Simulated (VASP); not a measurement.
An input for Quantum ESPRESSO's pw.x (written as the equivalent of a VASP run, and not itself run):

```
&CONTROL
  calculation = 'scf'
  pseudo_dir = './pseudo'
  outdir = './out'
  tprnfor = .true.
  tstress = .true.
/
&SYSTEM
  ibrav = 0
  nat = 4
  ntyp = 3
  ecutwfc = 98
  occupations = 'smearing'
  smearing = 'gaussian'
  degauss = 0.003675
  input_dft = 'pbe'
  nspin = 2
  starting_magnetization(1) = 0.14
  starting_magnetization(2) = -0.14
/
&ELECTRONS
  conv_thr = 7.3e-08
  electron_maxstep = 100
/
ATOMIC_SPECIES
  Ni1 58.693 Ni.upf
  Ni2 58.693 Ni.upf
  O 15.999 O.upf
CELL_PARAMETERS angstrom
     4.1866557    2.0890034    2.0890034
     2.0890034    4.1866557    2.0890034
     2.0890034    2.0890034    4.1866557
ATOMIC_POSITIONS crystal
  Ni1  0.0000000  0.0000000  0.0000000
  Ni2  0.5000000  0.5000000  0.5000000
  O    0.2500000  0.2500000  0.2500000
  O    0.7500000  0.7500000  0.7500000
K_POINTS automatic
  8 8 8 0 0 0
```

### Question
Write the VASP files for the same calculation (PBE).

### Answer
This is not unique; one that fits is 
**POSCAR**
```
NiO
1
    4.1866556908     2.0890034039     2.0890034039
    2.0890034039     4.1866556908     2.0890034039
    2.0890034039     2.0890034039     4.1866556908
Ni O
2 2
Direct
  0.0000000000   0.0000000000   0.0000000000
  0.5000000000   0.5000000000   0.5000000000
  0.2500000000   0.2500000000   0.2500000000
  0.7500000000   0.7500000000   0.7500000000
```

**KPOINTS**
```
Automatic mesh
0
Gamma
8 8 8
0 0 0
```

INCAR:
```
! general
SYSTEM  = NiO
PREC    = Accurate
ENCUT   = 520   ! plane-wave cut-off (eV)
LREAL   = .FALSE.   ! projection in real space or not
LASPH   = .TRUE.   ! aspherical one-centre terms

! electronic loop
EDIFF   = 1E-6   ! SCF stop (eV)
NELM    = 100
ALGO    = Normal   ! blocked Davidson
LMAXMIX = 4   ! l cut-off of mixed one-centre charges

! smearing
ISMEAR  = 0   ! Gaussian
SIGMA   = 0.05

! functional
GGA     = PE   ! PBE

! spin
ISPIN   = 2   ! spin-polarised
MAGMOM  = 1.4 -1.4 2*0.0

! output
LWAVE   = .FALSE.
LCHARG  = .TRUE.
LORBIT  = 10
```

POTCAR, in this order: Ni O (PBE.64 set). Program: vasp_std.

The two are equivalent in intent, not identical: the potentials are each code's own (VASP's PAW set, PseudoDojo norm-conserving files in pw.x), so ENCUT and ecutwfc are chosen apart and not converted; conv_thr bounds pw.x's estimated SCF error, while EDIFF bounds the energy change between steps; starting_magnetization is a fraction of the valence charge and MAGMOM a moment in μB, so they match only roughly.

The compound is NiO in the rock salt, AFM-II order structure. It was relaxed first.
